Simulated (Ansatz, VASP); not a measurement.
# FeSi2 (Linzhiite): VASP beside Ansatz, part 2 of 2

Wanted: the spread between two codes on one cell, functional and k mesh. The cell is taken from a series of runs on this material, whose earlier steps may have relaxed, scaled, displaced or heated it; both programs get it as it stands.

VASP 6.6.1 and Ansatz 0.2.0.

So far: The starting structure; VASP: zone-centre phonons, PBEsol.

## (3) Ansatz: zone-centre phonons, PBEsol

Level of this step: Ansatz beside VASP: Kohn-Sham DFT, plane waves, PBEsol (Ansatz).

Ansatz runs on its PAW soft_1 files.

The same cell, functional, mesh and smearing now go to Ansatz, which takes its cutoff from its data sets.

input.yaml reads:

```yaml
crystal:
  lattice:
    - [2.6553683155, 0.0, 0.0]
    - [0.0, 2.6553683155, 0.0]
    - [0.0, 0.0, 5.0822172713]
  atoms:
    - { symbol: Si, position: [0.5, 0.5, 0.2725909719] }
    - { symbol: Si, position: [0.5, 0.5, 0.7274090281] }
    - { symbol: Fe, position: [0.0, 0.0, 0.0] }
kpoints:
  mp_grid: { grid: [16, 16, 8] }
hamiltonian:
  xc: pbesol
  pseudopotentials: { kind: paw, azcp: { folder: soft_1 }, xc_functional: pbe }
scf:
  occupations: { method: methfessel_paxton, width: 0.2 }
output:
  eigenvalues: true
phonons:
  method: dfpt
```

On the command line:

```
$ ansatz run input.yaml --threads 4 --pin off --max-ram 10240MiB --backend cpu --events-out ev --progress --plain --runs-dir out
```

Numbers of over 12 decimals in the logs are rounded to 6 here.

Log:

```text
zone centre: on kpoints.mp_grid the ground state, and the responses unless they are solved on pairs of k-points, stand on 405 of the mesh's 2048 k-points, reduced under 4 symmetry operations, with k and −k counted as one. Each operation leaves every solved displacement unchanged or reverses it
Engine: ansatz 0.2.0, x86_64-unknown-linux-gnu
Pseudopotentials: kind: paw
Pseudopotential: Si, paw, valence charge 4, recommended cutoff 420 eV (normal), soft_1/Si.paw.azcp
Pseudopotential: Fe, paw, valence charge 16, recommended cutoff 420 eV (normal), soft_1/Fe.paw.azcp
Functional definition: PBEsol
  exchange = pbesol_x
  correlation = pbesol_c
Crystal: 3 atoms, lattice volume = 35.835 Å³
Basis set: ecut = 420 eV, 701 PW (Γ), exchange–correlation on 36×36×72 points (8 copies of the dense FFT grid, shifted against one another)
Bands: 16, of which v1, the nominal top of the filled ones, is band 12 counted from 1 (11 counted from 0)
Symmetry: 16 space group operations
k-points: 405 of 2048 (irreducible under 4 space group operations, time reversal used)
Non-local potential: Si, projectors of the file, l = 0: 2, l = 1: 2, l = 2: 1
Non-local potential: Fe, projectors of the file, l = 0: 3, l = 1: 2, l = 2: 3, l = 3: 1
PAW form: soft (Blöchl's): semilocal exchange-correlation on the pseudo side does not see the compensation charge
PAW frozen core: Si, regenerated for the run's functional, and the local potential with it (the file was generated under x = pbe(κ = 0.804, μ = 0.219515), c = pbe(β = 0.066725))
PAW frozen core: Fe, regenerated for the run's functional, and the local potential with it (the file was generated under x = pbe(κ = 0.804, μ = 0.219515), c = pbe(β = 0.066725))
PAW one-centre angular grid: Si, 110 points (default); XC on 64 Gauss nodes
PAW one-centre angular grid: Fe, 590 points (default); XC on 64 Gauss nodes
Initial density: superposition of atomic densities (chi_scale 0.1, normalization cell, long waves kept (reshape's long-wave potential 0.00 eV rms))
Initial wavefunctions: pseudopotential atomic-orbital guess
Functional: x = pbesol(κ = 0.804, μ = 0.123457), c = pbesol(β = 0.046)
SCF iter   1: F=—  HF=-5695.015821 eV  |F-HF|=—  |Δ(HF+E_count)|=         —  Δρ=1.21e-1  dr2=1.17e1  ethr=3.10e-3  ⟨swp⟩=5.1  Hψ=34356  notcnv=0
preconditioner: auto → none  [metal: Δε(μ)=0.011 eV  Ē_g=8.225 eV  σ=0.200 eV  W_gap=0.05  n_scr=8 (ndim 8)  ℏωp=24.8 eV  f_vac=0.000  D(μ)=1.58/eV (n_scr^D=16)  sad-step TF]
SCF iter   2: F=—  HF=-5694.760509 eV  |F-HF|=—  |Δ(HF+E_count)|=   2.55e-1  S|Δr|=    0.00e0  Δρ=1.39e-1  dr2=1.22e1  ethr=3.10e-3  ⟨swp⟩=2.0  Hψ=11113  notcnv=0
SCF iter   3: F=—  HF=-5693.543592 eV  |F-HF|=—  |Δ(HF+E_count)|=    1.22e0  S|Δr|=    0.00e0  Δρ=5.83e-2  dr2=1.31e0  ethr=3.10e-3  ⟨swp⟩=3.0  Hψ=12022  notcnv=0
SCF iter   4: F=—  HF=-5693.391233 eV  |F-HF|=—  |Δ(HF+E_count)|=   1.52e-1  S|Δr|=    0.00e0  Δρ=1.22e-2  dr2=1.09e-1  ethr=3.10e-3  ⟨swp⟩=2.4  Hψ=12872  notcnv=0
SCF iter   5: F=—  HF=-5693.354724 eV  |F-HF|=—  |Δ(HF+E_count)|=   3.65e-2  S|Δr|=    0.00e0  Δρ=3.20e-3  dr2=2.07e-3  ethr=4.55e-4  ⟨swp⟩=2.0  Hψ=10767  notcnv=0
SCF iter   6: F=—  HF=-5693.354696 eV  |F-HF|=—  |Δ(HF+E_count)|=   2.76e-5  S|Δr|=    0.00e0  Δρ=6.00e-4  dr2=4.09e-5  ethr=8.60e-6  ⟨swp⟩=2.2  Hψ=9512  notcnv=0
SCF iter   7: F=—  HF=-5693.354681 eV  |F-HF|=—  |Δ(HF+E_count)|=   1.54e-5  S|Δr|=    0.00e0  Δρ=9.46e-5  dr2=2.27e-6  ethr=1.71e-7  ⟨swp⟩=2.2  Hψ=10977  notcnv=0
SCF iter   8: F=—  HF=-5693.354685 eV  |F-HF|=—  |Δ(HF+E_count)|=   3.86e-6  S|Δr|=    0.00e0  Δρ=1.67e-5  dr2=6.11e-8  ethr=9.47e-9  ⟨swp⟩=2.3  Hψ=8827  notcnv=0
SCF iter   9: F=—  HF=-5693.354685 eV  |F-HF|=—  |Δ(HF+E_count)|=   1.41e-8  S|Δr|=    0.00e0  Δρ=1.74e-6  dr2=3.44e-10  ethr=2.55e-10  ⟨swp⟩=2.3  Hψ=9867  notcnv=0
SCF iter  10: F=-5693.354685 eV  HF=-5693.354685 eV  |F-HF|=7.28e-12  |Δ(HF+E_count)|=  9.28e-11  S|Δr|=    0.00e0  Δρ=1.39e-7  dr2=5.23e-12  ethr=1.00e-12  ⟨swp⟩=4.3  Hψ=33679  notcnv=0
the search or the solves at the SCF's close seem to have found levels that the self-consistency loop had missed (the run counts 4). By its estimate they hold under 1e-12 electrons; where the run keeps them, the occupations were computed again with them
SCF 1 converged in 10 iterations: F = -5693.354685 eV  dr2 = 5.23e-12
  greatest PAW one-centre occupation: 1.000 electrons in one spin orbital (limit 2), on the Fe atom at site 2 (counted from 0), in its partial waves of l = 1
DFPT response loops at Γ: preconditioner auto → Kerker (q_TF=auto, 2.552 Å⁻¹) (partly filled bands, converged f_vac=0.000); β = 1.00, the filter's whole step (`scf.mixing.beta` (0.50) is not read by the response loops under this deck's `scf.mixing.preconditioner`; to damp them name `kerker` or `kerker_dos`, under which they read `scf.mixing.beta`, and type it under 1.00, their step now; both keys bind the ground state too); Broyden in place of MSR1
SCF converged after 10 iterations
Stability not checked: this state was not tested for a lower state beside it, because cold or Methfessel-Paxton smearing, or corrected tetrahedra, fill the levels in a way that the test cannot read (fill_not_monotonic; see scf.lower_state_search)
Free energy (F): -5693.354685 eV
Harris-Foulkes:  -5693.354685 eV  (|F-HF|=7.28e-12)
Internal energy: -5693.355709 eV  (E = F + TS)
E sigma→0 (E₀):  -5693.354941 eV
Entropy (-TS):   0.001025 eV (0.342 meV/atom)
Fermi energy:    14.742000 eV
Step filling:    the computed levels leave a gap of 0.0068 eV = 0.0 smearing widths at the electron count; against every level under it full and every level over it empty, smearing changes F+E_penalty+E_count by +0.744 meV and its σ→0 estimate by +0.488 meV
--- Per-component energies (eV) ---
  E_band       = -214.641603
  E_kinetic    = 428.710072
  E_local      = -3535.034124  (includes V_loc(G=0)·N_el)
  E_nonlocal   = 334.256545
  E_hartree    = 1566.268662
  E_xc         = -228.385668
  E_vxc        = -246.213202  (∫ρ·V_xc dr)
  E_paw        = -2346.595261  (= ΣΔE_a)
  E_vpaw       = -328.897573  (= ΣTr[D̂ρ^β])
  E_aug_tail   = -0.000780  (compensation charges beyond the density's cutoff)
  E_ewald      = -1912.817479
  E_core_change = 0.242323  (= ΣΔE_core)
  E_smearing   = 0.001025  (= −TS)
  E_closure    = 0.000000  (closes the sum)
  Σ components = -5693.354685   (vs F -5693.354685, Δ=0.00e0)
--- Band table (eV; the first three rows and the last of 405) ---
  k-point 0: bands = [... 8 lower, 12.9764, 13.1881, 13.1881, 14.1221, 19.4583, 19.4583, 21.3023, 21.9025]
  k-point 1: bands = [... 8 lower, 12.9369, 13.1813, 13.1813, 14.1221, 19.5615, 19.5615, 20.3037, 21.7037]
  k-point 2: bands = [... 8 lower, 12.7950, 13.1650, 13.1650, 14.1223, 18.8714, 19.8604, 19.8604, 21.3814]
  k-point 404: bands = [... 8 lower, 11.4073, 11.4073, 12.8503, 14.9575, 15.0609, 15.0609, 15.7695, 17.8398]
--- Phonons (Γ-DFPT): 4 representative perturbations + reference, on 405 of 2048 k-points (Σ response iterations 18) ---
  k mesh reduced under 4 symmetry operations, with k and −k counted as one. Each operation leaves every solved displacement unchanged or reverses it
  ASR residual: 9.568e-5 → 0.000e0 eV/Å²; symmetrization residual: 1.355e-6 eV/Å²
  ASR residual per site (eV/Å²): 6.60e-5 6.60e-5 9.57e-5
  Γ frequencies (cm⁻¹): 0.00 0.00 0.00 233.22 233.22 302.26 302.26 373.53 578.29
  non-analytic LO–TO correction: not included (Born effective charges unavailable; polar crystals: no LO–TO splitting at Γ)
```

## (4) Comparison

Known differences besides the potentials themselves: the data sets hold 24 valence electrons in Ansatz (on its PAW soft_1 files) and 16 in VASP; the cutoff is 420 eV in Ansatz and 600 eV in VASP; Ansatz makes its cores anew for this functional, VASP keeps those of its PBE data sets. Total energies have different zeros and are not compared.

Both answers:

```csv
quantity,Ansatz,VASP,difference
optical mode 1 to 2 (cm⁻¹),233.2,235.0,-0.77 %
optical mode 3 to 4 (cm⁻¹),302.3,307.0,-1.55 %
optical mode 5 (cm⁻¹),373.5,377.4,-1.02 %
optical mode 6 (cm⁻¹),578.3,579.1,-0.15 %
```

Modes are paired by rising frequency, not by their patterns, so a pair may set unlike modes beside each other; they are those without the splitting of longitudinal modes.

## (5) Outcome

| Quantity | Value |
| --- | --- |
| r.m.s. difference of the optical zone-centre modes, each program's sorted by frequency (zone-centre phonons, PBEsol) | 3.4 cm⁻¹ |
| difference in optical mode 3 to 4 (zone-centre phonons, PBEsol) | -1.6 % |

In words: The r.m.s. difference of the optical zone-centre modes, each program's sorted by frequency is 3.4 cm⁻¹ (zone-centre phonons, PBEsol). The data sets hold unlike numbers of valence electrons (24 in Ansatz and 16 in VASP), so part of the differences comes from the potentials. Among the rows given in per cent, the largest difference of the zone-centre phonons, PBEsol pair is in optical mode 3 to 4, -1.6 %. How closely two codes agree says nothing of how well the functional describes the real material.

[Lines on the potential files, build, host, timing and source positions are cut from VASP's logs without a mark.]

[Logs are printed without paths, hosts, clocks, repeated set-up lines and the standing remarks that a program may print on its own settings, such as how far it seeks lower states.]

[Hosts, paths, dates, database ids (printed as entryN), source tags and the programs' standing remarks are cut or masked in the printed files.]
